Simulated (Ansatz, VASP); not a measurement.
# Pb (Pb(111) film of 2 layers) in two plane-wave programs

Wanted: the spread between two codes on one cell, functional and k mesh. The cell is taken from a series of runs on this material, whose earlier steps may have relaxed, scaled, displaced or heated it; both programs get it as it stands.

Main program and level: Ansatz 0.2.0; plane waves, with VASP 6.6.1 beside it; zone-centre phonons at PBE.

### Step 1. The structure

The cell holds 2 atoms: 2 Pb. Cell: a = 3.531 Å, b = 3.531 Å, c = 29.516 Å, α = 90.0°, β = 90.0°, γ = 120.0°. It derives from Pb. Vacuum lies along c.

### Step 2. VASP: zone-centre phonons, PBE

Second derivatives magnify differences that forces hide, and they need a tight electronic threshold.

Lines of VASP's logs that name or quote its potential files are left out, and so is its time.

File INCAR:

```
SYSTEM = Pb
PREC = Accurate
ENCUT = 500
EDIFF = 1E-08
NELM = 120
ISMEAR = 1
SIGMA = 0.2
LREAL = .FALSE.
ALGO = Normal
GGA = PE
NBANDS = 20
LORBIT = 11
LWAVE = .FALSE.
LCHARG = .FALSE.
ISIF = 2
IBRION = 8
LASPH = .TRUE.
GGA_COMPAT = .FALSE.
NELMDL = -8
```

File POSCAR:

```
Pb
1.0
    3.5309195441      0.0000000000      0.0000000000
   -1.7654597721      3.0578660239      0.0000000000
    0.0000000000      0.0000000000     29.5157663076
Pb
2
Direct
    0.9999999999      1.0000000000      0.1901731783
    0.3333333333      0.6666666666      0.2793345368
```

File KPOINTS:

```
Automatic mesh
0
Gamma
9 9 1
0 0 0
```

The projector-augmented-wave data sets are Pb_d (PBE family, release 64).

Run with:

```
mpirun -np 1 vasp_std
```

Numbers of over 12 decimals in the logs are rounded to 6 here.

Log:

```text
[banner, memory and clock lines left out]
running    1 mpi-ranks, on    1 nodes
 distrk:  each k-point on    1 cores,    1 groups
 distr:  one band on    1 cores,    1 groups

 POSCAR found type information on POSCAR Pb
 POSCAR found :  1 types and       2 ions
 LDA part: xc-table for (Slater+PW92), standard interpolation
 POSCAR, INCAR and KPOINTS ok, starting setup
 FFT: planning ... GRIDC
 FFT: planning ... GRID_SOFT
 FFT: planning ... GRID
 WAVECAR not read
 entering main loop
       N       E                     dE             d eps       ncg     rms          rms(c)
DAV:   1     0.268123917387E+03    0.26812E+03   -0.11328E+04   536   0.104E+03
DAV:   2     0.157615538262E+02   -0.25236E+03   -0.24651E+03   520   0.331E+02
DAV:   3    -0.619088238723E+01   -0.21952E+02   -0.21887E+02   600   0.136E+02
DAV:   4    -0.694534565373E+01   -0.75446E+00   -0.75427E+00   576   0.353E+01
DAV:   5    -0.697855969871E+01   -0.33214E-01   -0.33214E-01   644   0.610E+00
DAV:   6    -0.697963895522E+01   -0.10793E-02   -0.10793E-02   652   0.116E+00
DAV:   7    -0.697967394302E+01   -0.34988E-04   -0.34988E-04   756   0.149E-01
DAV:   8    -0.697967459378E+01   -0.65076E-06   -0.65046E-06   712   0.172E-02    0.914E-01
DAV:   9    -0.692891819143E+01    0.50756E-01   -0.56288E-02   516   0.238E+00    0.547E-01
DAV:  10    -0.690283909473E+01    0.26079E-01   -0.57949E-02   540   0.195E+00    0.209E-01
DAV:  11    -0.689760510825E+01    0.52340E-02   -0.74037E-03   636   0.721E-01    0.573E-02
DAV:  12    -0.689674623634E+01    0.85887E-03   -0.12125E-03   540   0.237E-01    0.352E-02
DAV:  13    -0.689646809512E+01    0.27814E-03   -0.49489E-04   584   0.935E-02    0.182E-02
DAV:  14    -0.689696896316E+01   -0.50087E-03   -0.17937E-04   496   0.624E-02    0.851E-03
[...]
DAV:  19    -0.689755538370E+01   -0.31984E-04   -0.18934E-06   520   0.421E-03    0.530E-04
DAV:  20    -0.689756985021E+01   -0.14467E-04   -0.63695E-07   456   0.242E-03    0.356E-04
DAV:  21    -0.689757890724E+01   -0.90570E-05   -0.31007E-07   440   0.206E-03    0.180E-04
DAV:  22    -0.689758091240E+01   -0.20052E-05   -0.40007E-08   444   0.107E-03    0.788E-05
DAV:  23    -0.689758152581E+01   -0.61341E-06   -0.85554E-09   424   0.500E-04    0.240E-05
DAV:  24    -0.689758165684E+01   -0.13103E-06    0.90526E-11   412   0.277E-04    0.226E-05
DAV:  25    -0.689758173170E+01   -0.74859E-07    0.29540E-11   352   0.184E-04    0.813E-06
DAV:  26    -0.689758173644E+01   -0.47453E-08    0.10204E-09   400   0.982E-05
   1 F= -.68975817E+01 E0= -.68965230E+01  d E =-.317618E-02
 Linear response reoptimize wavefunctions to high precision
DAV:   1    -0.689758174034E+01   -0.39004E-08    0.10184E-09   348   0.820E-05
DAV:   2    -0.689758174034E+01    0.54570E-11    0.10469E-09   428   0.377E-05
DAV:   3    -0.689758174036E+01   -0.23647E-10    0.10632E-09   376   0.290E-05
 Linear response DOF=           2
 Linear response progress:
  Degree of freedom:   1/  2
       N       E                     dE             d eps       ncg     rms          rms(c)
RMM:   1    -0.320105245872E+00   -0.32011E+00   -0.21391E-01  2330   0.495E+00
RMM:   2    -0.322285639703E+00   -0.21804E-02   -0.12023E-02  2676   0.102E+00    0.201E-02
RMM:   3    -0.322409310526E+00   -0.12367E-03   -0.16323E-03  2800   0.323E-01    0.127E-02
RMM:   4    -0.322269515968E+00    0.13979E-03   -0.12407E-04  2803   0.967E-02    0.660E-03
RMM:   5    -0.322232060854E+00    0.37455E-04   -0.18174E-05  2842   0.337E-02    0.332E-03
RMM:   6    -0.322194453782E+00    0.37607E-04   -0.26302E-06  2795   0.123E-02    0.433E-04
RMM:   7    -0.322192864639E+00    0.15891E-05   -0.42856E-07  2956   0.446E-03    0.223E-04
RMM:   8    -0.322189392308E+00    0.34723E-05   -0.21309E-07  2934   0.172E-03    0.821E-05
RMM:   9    -0.322189028336E+00    0.36397E-06   -0.96463E-08  2938   0.781E-04    0.691E-05
RMM:  10    -0.322187617030E+00    0.14113E-05   -0.67734E-08  2898   0.406E-04    0.267E-05
RMM:  11    -0.322188027332E+00   -0.41030E-06   -0.28525E-08  3043   0.184E-04    0.127E-05
RMM:  12    -0.322187999541E+00    0.27791E-07   -0.16124E-08  2999   0.892E-05    0.114E-05
RMM:  13    -0.322187983375E+00    0.16166E-07   -0.98733E-09  2981   0.481E-05    0.102E-05
RMM:  14    -0.322187952838E+00    0.30537E-07   -0.51128E-09  3100   0.310E-05    0.300E-06
RMM:  15    -0.322187950501E+00    0.23378E-08   -0.17034E-09  2994   0.162E-05    0.252E-06
 first order change of Fermi-energy   0.20173E-03
 force on displaced ion       1 direction 1 :  -0.644   0.000   0.000
 Linear response progress:
  Degree of freedom:   2/  2
       N       E                     dE             d eps       ncg     rms          rms(c)
RMM:   1    -0.382467932122E+00   -0.38247E+00   -0.19911E-01   669   0.503E+00
RMM:   2    -0.385217218583E+00   -0.27493E-02   -0.13325E-02   801   0.106E+00    0.364E-02
RMM:   3    -0.385432582077E+00   -0.21536E-03   -0.20004E-03   845   0.335E-01    0.194E-02
RMM:   4    -0.385340295650E+00    0.92286E-04   -0.18383E-04   848   0.117E-01    0.114E-02
RMM:   5    -0.385302798284E+00    0.37497E-04   -0.30853E-05   842   0.444E-02    0.517E-03
RMM:   6    -0.385298004957E+00    0.47933E-05   -0.50188E-06   855   0.165E-02    0.158E-03
RMM:   7    -0.385309169255E+00   -0.11164E-04   -0.69243E-07   831   0.683E-03    0.686E-04
RMM:   8    -0.385314454163E+00   -0.52849E-05   -0.26936E-07   833   0.353E-03    0.357E-04
RMM:   9    -0.385318856342E+00   -0.44022E-05   -0.13591E-07   761   0.194E-03    0.248E-04
RMM:  10    -0.385323459034E+00   -0.46027E-05   -0.11141E-07   882   0.109E-03    0.140E-04
RMM:  11    -0.385326608124E+00   -0.31491E-05   -0.71832E-08   896   0.621E-04    0.768E-05
RMM:  12    -0.385327262176E+00   -0.65405E-06   -0.25566E-08   790   0.386E-04    0.429E-05
RMM:  13    -0.385327134926E+00    0.12725E-06   -0.17271E-08   898   0.293E-04    0.211E-05
RMM:  14    -0.385327157367E+00   -0.22441E-07   -0.42986E-09   804   0.162E-04    0.122E-05
RMM:  15    -0.385327319542E+00   -0.16218E-06   -0.22892E-09   912   0.113E-04    0.755E-06
RMM:  16    -0.385327453603E+00   -0.13406E-06    0.84781E-10   837   0.599E-05    0.442E-06
RMM:  17    -0.385327457948E+00   -0.43446E-08   -0.26370E-08   916   0.479E-05    0.272E-06
 first order change of Fermi-energy  -0.63910E+00
 force on displaced ion       1 direction 3 :   0.000  -0.000  -3.538
 Linear response finished
```

From OUTCAR (step 2):

```text
ion  position               nearest neighbor table
   1  1.000  0.000  0.190-   2 3.33   2 3.33   2 3.33
   2  0.333  0.667  0.279-   1 3.33   1 3.33   1 3.33

  LATTYP: Found a hexagonal cell.
 ALAT       =     3.5309195441
 C/A-ratio  =     8.3592293563

 Subroutine GETGRP returns: Found 12 space group operations
 (whereof  6 operations were pure point group operations)

The static configuration has the point symmetry C_3v.
 The point group associated with its full space group is D_3d.

 Found     12 irreducible k-points:

   k-points           NKPTS =     12   k-points in BZ     NKDIM =     12   number of bands    NBANDS=     20

   dimension x,y,z NGX =    28 NGY =   28 NGZ =  216
   dimension x,y,z NGXF=    56 NGYF=   56 NGZF=  432

   ENCUT  =  500.0 eV  36.75 Ry    6.06 a.u.   6.44  6.44 53.81*2*pi/ulx,y,z

   NELECT =      28.0000    total number of electrons

 k-points in reciprocal lattice and weights: Automatic mesh
   0.00000000  0.00000000  0.00000000       0.012
   0.11111111  0.00000000  0.00000000       0.074
   0.22222222  0.00000000  0.00000000       0.074
   0.33333333  0.00000000  0.00000000       0.074
   0.44444444  0.00000000  0.00000000       0.074
   0.11111111  0.11111111  0.00000000       0.074
   0.22222222  0.11111111  0.00000000       0.148
   0.33333333  0.11111111  0.00000000       0.148
   0.44444444  0.11111111  0.00000000       0.074
   0.22222222  0.22222222  0.00000000       0.074
   0.33333333  0.22222222  0.00000000       0.148
   0.33333333  0.33333333  0.00000000       0.025

 average (electrostatic) potential at core
       1 -99.0949       2 -99.0949

  Total       -0.0293989     -0.0293989     -0.0168318      0.0000000      0.0000000      0.0000000
  in kB       -0.1478026     -0.1478026     -0.0846213      0.0000000      0.0000000      0.0000000
  external PRESSURE =      -0.1267422 kB  Pullay stress =       0.0000000 kB

  energy-cutoff  :      500.00
  volume of cell :      318.68
      direct lattice vectors                 reciprocal lattice vectors
     3.530919544  0.000000000  0.000000000     0.283212344  0.163512723  0.000000000
    -1.765459772  3.057866024  0.000000000     0.000000000  0.327025446  0.000000000
     0.000000000  0.000000000 29.515766308     0.000000000  0.000000000  0.033880198

 POSITION                                       TOTAL-FORCE (eV/Angst)
 -----------------------------------------------------------------------------------
      3.53092      0.00000      5.61311        -0.000000      0.000000     -0.003684
     -0.00000      2.03858      8.24477         0.000000     -0.000000      0.003684
 -----------------------------------------------------------------------------------
    total drift:                                0.000000      0.000000      0.000008

 Eigenvectors and eigenvalues of the dynamical matrix
 ----------------------------------------------------

   1 f  =    2.888877 THz    18.151351 2PiTHz   96.362570 cm-1    11.947431 meV
             X         Y         Z           dx          dy          dz
      3.530920  0.000000  5.613107     0.000000    0.000000   -0.707107
     -0.000000  2.038577  8.244773    -0.000000    0.000000    0.707107

   2 f  =    1.232749 THz     7.745593 2PiTHz   41.120092 cm-1     5.098239 meV
             X         Y         Z           dx          dy          dz
      3.530920  0.000000  5.613107     0.544966   -0.450568    0.000000
     -0.000000  2.038577  8.244773    -0.544966    0.450568    0.000000

   3 f  =    1.232749 THz     7.745593 2PiTHz   41.120092 cm-1     5.098239 meV
             X         Y         Z           dx          dy          dz
      3.530920  0.000000  5.613107    -0.450568   -0.544966   -0.000000
     -0.000000  2.038577  8.244773     0.450568    0.544966    0.000000

   4 f  =    0.000000 THz     0.000000 2PiTHz    0.000000 cm-1     0.000000 meV
             X         Y         Z           dx          dy          dz
      3.530920  0.000000  5.613107    -0.043006   -0.705798   -0.000000
     -0.000000  2.038577  8.244773    -0.043006   -0.705798    0.000000

   5 f  =    0.000000 THz     0.000000 2PiTHz    0.000000 cm-1     0.000000 meV
             X         Y         Z           dx          dy          dz
      3.530920  0.000000  5.613107    -0.000000    0.000000    0.707107
     -0.000000  2.038577  8.244773     0.000000    0.000000    0.707107

   6 f/i=    0.000000 THz     0.000000 2PiTHz    0.000000 cm-1     0.000000 meV
             X         Y         Z           dx          dy          dz
      3.530920  0.000000  5.613107     0.705798   -0.043006    0.000000
     -0.000000  2.038577  8.244773     0.705798   -0.043006    0.000000

 ELASTIC MODULI CONTR FROM IONIC RELAXATION (kBar)
 Direction    XX          YY          ZZ          XY          YZ          ZX
 --------------------------------------------------------------------------------
 XX          -6.7078     -5.3276    -27.5519      0.0000      3.6740     -0.0000
 YY          -5.3276     -6.7078    -27.5519      0.0000     -3.6740      0.0000
 ZZ         -27.5519    -27.5519   -126.1455      0.0000      0.0000      0.0000
 XY           0.0000      0.0000      0.0000     -0.6901      0.0000      3.5767
 YZ           3.6740     -3.6740      0.0000      0.0000    -19.5589      0.0000
 ZX          -0.0000      0.0000      0.0000      3.5767      0.0000    -18.5366
 --------------------------------------------------------------------------------
```

[end of part 1 of 2]

[Lines on the potential files, build, host, timing and source positions are cut from VASP's logs without a mark.]

[Logs are printed without paths, hosts, clocks, repeated set-up lines and the standing remarks that a program may print on its own settings, such as how far it seeks lower states.]

[Hosts, paths, dates, database ids (printed as entryN), source tags and the programs' standing remarks are cut or masked in the printed files.]
